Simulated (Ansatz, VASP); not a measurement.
# Cross-check of In between VASP and Ansatz

One calculation is typed for both programs; each brings its own data sets. How far apart do they land? The cell is taken from a series of runs on this material, whose earlier steps may have relaxed, scaled, displaced or heated it; both programs get it as it stands.

Main program and level: Ansatz 0.2.0; plane waves, with VASP 6.6.1 beside it; relaxation of cell and atoms at LDA.

## (1) Starting point

Symmetry: I4/mmm, No. 139, tetragonal system. The conventional cell has a = 3.174 Å, b = 3.174 Å, c = 4.886 Å, α = 90.00°, β = 90.00°, γ = 90.00°. Nearest to In lie 12 In at 3.17 to 3.32 Å.

## (2) VASP: relaxation of cell and atoms, LDA

The relaxed volume is the usual yardstick between codes: in a stiff, nearly cubic crystal its relative difference is about their pressure difference at one cell divided by the bulk modulus.

Lines of VASP's logs that name or quote its potential files are left out, and so is its time.

INCAR

```
SYSTEM = In
PREC = Accurate
ENCUT = 500
EDIFF = 1E-07
NELM = 120
ISMEAR = -1
SIGMA = 0.15
LREAL = .FALSE.
ALGO = Normal
GGA = PW92
NBANDS = 12
LORBIT = 11
LWAVE = .FALSE.
LCHARG = .FALSE.
ISIF = 3
IBRION = 2
NSW = 80
EDIFFG = -0.005
LASPH = .TRUE.
GGA_COMPAT = .FALSE.
NELMIN = 4
```

POSCAR

```
In
1.0
   -1.5871800000      1.5871800000      2.4428890000
    1.5871800000     -1.5871800000      2.4428890000
    1.5871800000      1.5871800000     -2.4428890000
In
1
Direct
    0.0000000000      0.0000000000      0.0000000000
```

KPOINTS

```
Automatic mesh
0
Gamma
22 22 22
0 0 0
```

The projector-augmented-wave data sets are In_d (LDA family, release 64).

Started as:

```console
$ mpirun -np 1 vasp_std
```

Numbers of over 12 decimals in the logs are rounded to 6 here.

Log:

```text
[banner, memory and clock lines left out]
running    1 mpi-ranks, on    1 nodes
 distrk:  each k-point on    1 cores,    1 groups
 distr:  one band on    1 cores,    1 groups

 POSCAR found type information on POSCAR In
 POSCAR found :  1 types and       1 ions
|                                                                             |
|               ----> ADVICE to this user running VASP <----                  |
|                                                                             |
|     You enforced a specific xc type in the INCAR file but a different       |
|     [... a line on the potential file left out ...]
|     I HOPE YOU KNOW WHAT YOU ARE DOING!                                     |
|                                                                             |

 LDA part: xc-table for (Slater(with rela. corr.)+PW92), standard interpolation
 POSCAR, INCAR and KPOINTS ok, starting setup
 FFT: planning ... GRIDC
 FFT: planning ... GRID_SOFT
 FFT: planning ... GRID
 WAVECAR not read
 entering main loop
       N       E                     dE             d eps       ncg     rms          rms(c)
DAV:   1     0.770327232410E+02    0.77033E+02   -0.61309E+03 20400   0.136E+03
DAV:   2     0.473687851292E+00   -0.76559E+02   -0.74476E+02 20928   0.289E+02
DAV:   3    -0.318022888301E+01   -0.36539E+01   -0.36426E+01 23976   0.642E+01
DAV:   4    -0.326202890545E+01   -0.81800E-01   -0.81774E-01 24948   0.948E+00
DAV:   5    -0.326580606346E+01   -0.37772E-02   -0.37770E-02 27816   0.184E+00    0.272E+00
DAV:   6    -0.323512948603E+01    0.30677E-01   -0.43520E-02 25560   0.436E+00    0.133E+00
DAV:   7    -0.322786275875E+01    0.72667E-02   -0.12415E-02 30128   0.209E+00    0.272E-01
DAV:   8    -0.322710543881E+01    0.75732E-03   -0.82336E-04 24712   0.542E-01    0.197E-02
DAV:   9    -0.322710167726E+01    0.37615E-05   -0.14280E-05 29188   0.522E-02    0.165E-02
DAV:  10    -0.322710184203E+01   -0.16477E-06   -0.69506E-07 23928   0.964E-03    0.590E-04
DAV:  11    -0.322710184517E+01   -0.31405E-08   -0.20016E-08 16000   0.210E-03
   1 F= -.32271018E+01 E0= -.32112751E+01  d E =-.322710E+01
 curvature:   0.00 expect dE= 0.000E+00 dE for cont linesearch  0.000E+00
 trial: gam= 0.00000 g(F)=  0.891E-62 g(S)=  0.292E-04 ort = 0.000E+00 (trialstep = 0.100E+01)
 search vector abs. value=  0.292E-04
 bond charge predicted
       N       E                     dE             d eps       ncg     rms          rms(c)
DAV:   1    -0.322777158126E+01   -0.66974E-03   -0.14361E-02 25392   0.258E+00    0.156E-01
DAV:   2    -0.322719931148E+01    0.57227E-03   -0.11206E-03 24584   0.746E-01    0.528E-02
DAV:   3    -0.322712438712E+01    0.74924E-04   -0.21580E-04 29476   0.315E-01    0.243E-02
DAV:   4    -0.322712191626E+01    0.24709E-05   -0.58917E-06 22464   0.247E-02    0.141E-02
DAV:   5    -0.322712051687E+01    0.13994E-05   -0.17319E-06 23888   0.105E-02    0.370E-03
DAV:   6    -0.322712054642E+01   -0.29552E-07   -0.16743E-07 22856   0.349E-03
   2 F= -.32271205E+01 E0= -.32112695E+01  d E =-.187013E-04
 trial-energy change:   -0.000019  1 .order   -0.000016   -0.000029   -0.000004
 step:   1.0883(harm=  1.1398)  dis= 0.00000  next Energy=    -3.227121 (dE=-0.189E-04)
 reached required accuracy - stopping structural energy minimisation
```

Parts of OUTCAR (step 2):

```text
ion  position               nearest neighbor table
   1  0.000  0.000  0.000-

  LATTYP: Found a body centered tetragonal cell.
 ALAT       =     3.1743600000
 C/A-ratio  =     1.5391379680

 Subroutine GETGRP returns: Found 16 space group operations
 (whereof 16 operations were pure point group operations)

The static configuration has the point symmetry D_4h.

 Found    834 irreducible k-points:

   k-points           NKPTS =    834   k-points in BZ     NKDIM =    834   number of bands    NBANDS=     12

   dimension x,y,z NGX =    24 NGY =   24 NGZ =   24
   dimension x,y,z NGXF=    48 NGYF=   48 NGZF=   48

   ENCUT  =  500.0 eV  36.75 Ry    6.06 a.u.   6.05  6.05  6.05*2*pi/ulx,y,z

   NELECT =      13.0000    total number of electrons

 k-points in reciprocal lattice and weights: Automatic mesh
   0.00000000  0.00000000  0.00000000       0.000
   0.04545455 -0.00000000  0.00000000       0.001
   0.09090909 -0.00000000  0.00000000       0.001
   0.13636364 -0.00000000  0.00000000       0.001
   0.18181818 -0.00000000  0.00000000       0.001
   0.22727273 -0.00000000  0.00000000       0.001
   0.27272727 -0.00000000  0.00000000       0.001
   0.31818182 -0.00000000  0.00000000       0.001
   0.36363636 -0.00000000  0.00000000       0.001
[...]
-0.45454545 -0.45454545  0.45454545       0.000
   0.50000000  0.50000000  0.50000000       0.000

 average (electrostatic) potential at core
       1 -92.7972

 E-fermi :   7.9142

 k-point     1 :       0.0000    0.0000    0.0000
  band No.  band energies     occupation
    ...
      2      -6.6685      2.00000
      3      -6.6685      2.00000
      4      -6.5880      2.00000
      5      -6.4470      2.00000
      6      -2.0685      2.00000
      7      18.8719      0.00000
      8      18.8719      0.00000
      9      19.0840      0.00000
     10      19.7399      0.00000
     11      22.4588      0.00000
    ...

 k-point     2 :       0.0455   -0.0000    0.0000
  band No.  band energies     occupation
    ...
      2      -6.6690      2.00000
      3      -6.6646      2.00000
      4      -6.5873      2.00000
      5      -6.4488      2.00000
      6      -2.0212      2.00000
      7      18.2555      0.00000
      8      18.8153      0.00000
      9      18.8946      0.00000
     10      19.6439      0.00000
     11      22.6554      0.00000
    ...

 k-point     3 :       0.0909   -0.0000    0.0000
  band No.  band energies     occupation
    ...
      2      -6.6712      2.00000
      3      -6.6537      2.00000
      4      -6.5835      2.00000
      5      -6.4537      2.00000
      6      -1.8784      2.00000
      7      16.8203      0.00000
      8      18.5379      0.00000
      9      18.6669      0.00000
     10      19.6124      0.00000
     11      22.4364      0.00000
    ...

  Total       -0.0001438     -0.0001438      0.0044614      0.0000000     -0.0000000      0.0000000
  in kB       -0.0093422     -0.0093422      0.2897905      0.0000000     -0.0000000      0.0000000
  external PRESSURE =       0.0903687 kB  Pullay stress =       0.0000000 kB

  energy-cutoff  :      500.00
  volume of cell :       24.67
      direct lattice vectors                 reciprocal lattice vectors
    -1.588120087  1.588120087  2.444945297     0.000000000  0.314837653  0.204503553
     1.588120087 -1.588120087  2.444945297     0.314837653  0.000000000  0.204503553
     1.588120087  1.588120087 -2.444945297     0.314837653  0.314837653  0.000000000

 POSITION                                       TOTAL-FORCE (eV/Angst)
 -----------------------------------------------------------------------------------
      1.58812      1.58812      2.44495         0.000000     -0.000000     -0.000000
 -----------------------------------------------------------------------------------
    total drift:                               -0.000000     -0.000000      0.000000

  FREE ENERGIE OF THE ION-ELECTRON SYSTEM (eV)
  ---------------------------------------------------
  free  energy   TOTEN  =        -3.2271205464 eV

  energy  without entropy=       -3.1954184899  energy(sigma->0) =       -3.21126952

 reached required accuracy - stopping structural energy minimisation

 total charge
# of ion       s       p       d       tot
------------------------------------------
    1        1.012   0.534   9.851  11.397

[... 3 further parts left out ...]
```

This run has no spin polarisation. Its electron count is odd, so without a moment it is a metal by construction.

## (3) Ansatz: relaxation of cell and atoms, LDA

Ansatz runs on its default PAW (the set named soft_2) files.

The same cell, functional (in two slightly different forms), mesh and smearing now go to Ansatz, which takes its cutoff from its data sets.

input.yaml

```yaml
crystal:
  lattice:
    - [-1.587179703, 1.587179703, 2.4428892029]
    - [1.587179703, -1.587179703, 2.4428892029]
    - [1.587179703, 1.587179703, -2.4428892029]
  atoms:
    - { symbol: In, position: [0.0, 0.0, 0.0] }
kpoints:
  mp_grid: { grid: [22, 22, 22] }
hamiltonian:
  xc: lda
scf:
  occupations: { method: fermi_dirac, width: 0.15 }
output:
  forces: true
  stress: true
  eigenvalues: true
relax:
  adjacent_minimum: "off"
  f_tol: 0.001
  max_steps: 60
  cell: { stress_tol: 0.01 }
```

Started as:

```console
$ ansatz run input.yaml --threads 8 --pin off --max-ram 14336MiB --backend cpu --events-out ev --progress --plain --runs-dir out
```

Log:

```text
Engine: ansatz 0.2.0, x86_64-unknown-linux-gnu
Pseudopotentials: kind: paw
Pseudopotential: In, paw, valence charge 13, recommended cutoff 420 eV (normal), In.paw.azcp
Functional definition: SPW92
  exchange = slater_x
  correlation = pw_c
Crystal: 1 atoms, lattice volume = 24.616 Å³
Basis set: ecut = 420 eV, 493 PW (Γ)
Bands: 11, of which v1, the nominal top of the filled ones, is band 7 counted from 1 (6 counted from 0)
Symmetry: 16 space group operations
Space group: I4/mmm (ITA 139), of the structure as read, at distance tolerance 2.9e-5 Å
k-points: 834 of 10648
Non-local potential: In, projectors of the file, l = 0: 2, l = 1: 2, l = 2: 2, l = 3: 2
PAW form: soft (Blöchl's): semilocal exchange-correlation on the pseudo side does not see the compensation charge
PAW frozen core: In, regenerated for the run's functional, and the local potential with it (the file was generated under x = pbe(κ = 0.804, μ = 0.219515), c = pbe(β = 0.066725))
PAW one-centre angular grid: In, 590 points (default); XC on 64 Gauss nodes
Initial density: superposition of atomic densities (neutral atoms: chi_scale 0, normalization atom), corrected by the library's trained network
Initial wavefunctions: pseudopotential atomic-orbital guess
Functional: x = slater, c = lda
SCF iter   1: F=—  HF=-5457.182872 eV  |F-HF|=—  |Δ(HF+E_count)|=         —  Δρ=7.64e-3  dr2=7.95e-3  ethr=1.77e-3  ⟨swp⟩=5.0  Hψ=54036  notcnv=0
preconditioner: auto → none  [metal: Δε(μ)=0.010 eV  Ē_g=19.938 eV  σ=0.150 eV  W_gap=0.02  n_scr=8 (ndim 8)  ℏωp=27.0 eV  f_vac=0.000  D(μ)=0.42/eV (n_scr^D=0)  sad-step TF]
SCF iter   2: F=—  HF=-5457.179395 eV  |F-HF|=—  |Δ(HF+E_count)|=   3.48e-3  Δρ=3.25e-3  dr2=1.39e-3  ethr=6.11e-5  ⟨swp⟩=1.9  Hψ=19353  notcnv=0
SCF iter   3: F=—  HF=-5457.178899 eV  |F-HF|=—  |Δ(HF+E_count)|=   4.96e-4  Δρ=2.54e-4  dr2=9.98e-6  ethr=1.07e-5  ⟨swp⟩=2.0  Hψ=13323  notcnv=0  defer=3
SCF iter   4: F=—  HF=-5457.178898 eV  |F-HF|=—  |Δ(HF+E_count)|=   1.53e-6  Δρ=1.34e-4  dr2=3.25e-6  ethr=7.68e-8  ⟨swp⟩=2.0  Hψ=14523  notcnv=0  defer=3
iter 5 did not close the SCF: its close was put off for the readings that it lacked (scf_convergence_deferred on its scf_iter line)
SCF iter   5: F=-5457.178896 eV  HF=-5457.178896 eV  |F-HF|=9.71e-8  |Δ(HF+E_count)|=   1.58e-6  Δρ=2.11e-5  dr2=8.88e-8  ethr=2.50e-8  ⟨swp⟩=2.2  Hψ=14027  notcnv=0  defer=3
SCF iter   6: F=-5457.178896 eV  HF=-5457.178896 eV  |F-HF|=2.88e-10  |Δ(HF+E_count)|=   4.69e-8  Δρ=1.11e-6  dr2=2.90e-10  ethr=6.83e-10  ⟨swp⟩=4.3  Hψ=45448  notcnv=0
SCF 1 converged in 6 iterations: F = -5457.178896 eV  dr2 = 2.90e-10
  greatest PAW one-centre occupation: 0.982 electrons in one spin orbital (limit 2), on the In atom at site 0 (counted from 0), in its partial waves of l = 2
relax step   1: F+E_penalty+E_count = -5457.17889626 eV  Δ(F+E_penalty+E_count) = +0.000e0 eV  max|allowed force component| = 0.000e0 eV/Å  Δτ_max = 0.0000 Å  P = +0.052 GPa  Ω = 24.616 Å³  (6 SCF iters, dr2 threshold 1.00e-7 eV, accepted)
[...]
relax step   2: F+E_penalty+E_count = -5457.17889736 eV  Δ(F+E_penalty+E_count) = -1.099e-6 eV  max|allowed force component| = 0.000e0 eV/Å  Δτ_max = 0.0000 Å  P = -0.002 GPa  Ω = 24.643 Å³  energy of the carried Pulay correction = -4.228e-6 eV  (3 SCF iters, dr2 threshold 1.34e-8 eV, accepted)
[...]
relax step   3: F+E_penalty+E_count = -5457.17889819 eV  Δ(F+E_penalty+E_count) = -8.327e-7 eV  max|allowed force component| = 0.000e0 eV/Å  Δτ_max = 0.0000 Å  P = -0.006 GPa  Ω = 24.645 Å³  energy of the carried Pulay correction = -4.554e-6 eV  (3 SCF iters, dr2 threshold 8.14e-10 eV, accepted)
[...]
relax step   4: F+E_penalty+E_count = -5457.17890347 eV  Δ(F+E_penalty+E_count) = -5.278e-6 eV  max|allowed force component| = 0.000e0 eV/Å  Δτ_max = 0.0000 Å  P = -0.012 GPa  Ω = 24.648 Å³  energy of the carried Pulay correction = -5.218e-6 eV  (4 SCF iters, dr2 threshold 5.92e-10 eV, accepted)
[...]
relax step   5: F+E_penalty+E_count = -5457.17890439 eV  Δ(F+E_penalty+E_count) = -9.197e-7 eV  max|allowed force component| = 0.000e0 eV/Å  Δτ_max = 0.0000 Å  P = -0.004 GPa  Ω = 24.644 Å³  energy of the carried Pulay correction = -4.538e-6 eV  (3 SCF iters, dr2 threshold 4.15e-10 eV, accepted)
[...]
relax step   6: F+E_penalty+E_count = -5457.17890938 eV  Δ(F+E_penalty+E_count) = -4.993e-6 eV  max|allowed force component| = 0.000e0 eV/Å  Δτ_max = 0.0000 Å  P = -0.004 GPa  Ω = 24.644 Å³  stress off target by 3.71e-3 GPa  SCF on the basis re-selected at this cell (its energy is not comparable with the rows above)  (6 SCF iters)
basis re-selected at this cell: Δ(F+E_penalty+E_count) = -4.993e-6 eV, ΔP = -0.000 GPa vs the last step (what re-selecting the basis moved, of the pressure what is left beyond the Pulay correction that the steps carried, after the strain that the cell walked since its last selection, with what the two solves' SCF thresholds leave and, on support functions, any second-order correction that the steps lacked; it is no measure of the basis error at this ecutwfc). This SCF's stress stands 3.71e-3 GPa from its target on what of the cell is left free (relax.cell.stress_tol is 1.00e-2 GPa) and its largest allowed force component is 0.00e0 eV/Å (relax.f_tol is 1.00e-3 eV/Å): [rest of the remark cut]
SCF converged after 6 iterations
Free energy (F): -5457.178909 eV
Harris-Foulkes:  -5457.178909 eV  (|F-HF|=9.09e-13)
Internal energy: -5457.147286 eV  (E = F + TS)
E sigma→0 (E₀):  -5457.163097 eV
Entropy (-TS):   -0.031624 eV (-31.624 meV/atom)
Fermi energy:    10.742434 eV
--- Per-component energies (eV) ---
  E_band       = -17.024692
  E_kinetic    = 242.809535
  E_local      = -1041.719635  (includes V_loc(G=0)·N_el)
  E_nonlocal   = 369.206080
  E_hartree    = 406.979497
  E_xc         = -214.505298
  E_vxc        = -102.160351  (∫ρ·V_xc dr)
  E_paw        = -4012.780047  (= ΣΔE_a)
  E_vpaw       = -299.119343  (= ΣTr[D̂ρ^β])
  E_aug_tail   = 0.000025  (compensation charges beyond the density's cutoff)
  E_ewald      = -1207.421978
  E_core_change = 0.284536  (= ΣΔE_core)
  E_smearing   = -0.031624  (= −TS)
  E_closure    = 0.000000  (closes the sum)
  Σ components = -5457.178909   (vs F -5457.178909, Δ=0.00e0)
--- Forces (eV/Å), atoms counted from 1 ---
  atom   1  In    -0.00000000     0.00000000     0.00000000
  max |Σ_I F_I| component: 7.89e-31 eV/Å
--- Stress (GPa, compression-positive) ---
       -0.003710       0.000000       0.000000
        0.000000      -0.003710       0.000000
        0.000000      -0.000000      -0.003491
  P = ⅓ Tr σ = -0.0036 GPa (-0.036 kbar)
--- Band table (eV; the first three rows and the last of 834) ---
  k-point 0: bands = [... 3 lower, -3.7319, -3.5833, 0.7491, 21.7094, 21.7094, 21.9290, 22.5919, 25.3076]
  k-point 1: bands = [... 3 lower, -3.7285, -3.5883, 0.8159, 21.2471, 21.4582, 21.4635, 22.2893, 25.8235]
  k-point 2: bands = [... 3 lower, -3.7201, -3.6024, 1.0171, 20.2782, 20.5051, 20.8468, 21.6668, 26.2826]
  k-point 833: bands = [... 3 lower, -3.4383, -3.4383, 7.6036, 7.7755, 15.7558, 15.7558, 19.4859, 19.5719]
--- Relaxed structure (5 steps of the walk, 5 accepted, 1 SCFs on fresh bases) ---
  F+E_penalty+E_count = -5457.17890938 eV   max|allowed force component| = 0.000e0 eV/Å   (the final SCF, on the basis selected at the relaxed cell)
  cell:  # Å, volume = 24.6438 Å³
    - [-1.585167, 1.585167, 2.451877]
    - [1.585167, -1.585167, 2.451877]
    - [1.585167, 1.585167, -2.451877]
  atoms:
    - { symbol: In, position: [0.0, 0.0, 0.0] }
```

## (4) Side by side

Known differences besides the potentials themselves: the cutoff is 420 eV in Ansatz and 500 eV in VASP; VASP's log shows a relativistic correction to its local exchange, Ansatz's none; Ansatz adds a Pulay correction to the stress that steers its cell, VASP none. Total energies have different zeros and are not compared.

Compared:

```
                                         quantity  Ansatz   VASP  difference
                                      volume (Å³)   24.64  24.67     -0.09 %
edge a after relaxation, in the typed setting (Å)   3.322  3.320     +0.07 %
```

## (5) Results

```yaml
difference_in_volume_relaxation_of_cell_and_atoms_lda: -0.089 %
```

The difference in volume is -0.089 % (relaxation of cell and atoms, LDA), within the 1.2 % picked in this series as the mark of a large difference, as far as the stopping tolerances let one tell. How closely two codes agree says nothing of how well the functional describes the real material.

[Lines on the potential files, build, host, timing and source positions are cut from VASP's logs without a mark.]

[Logs are printed without paths, hosts, clocks, repeated set-up lines and the standing remarks that a program may print on its own settings, such as how far it seeks lower states.]

[Hosts, paths, dates, database ids (printed as entryN), source tags and the programs' standing remarks are cut or masked in the printed files.]
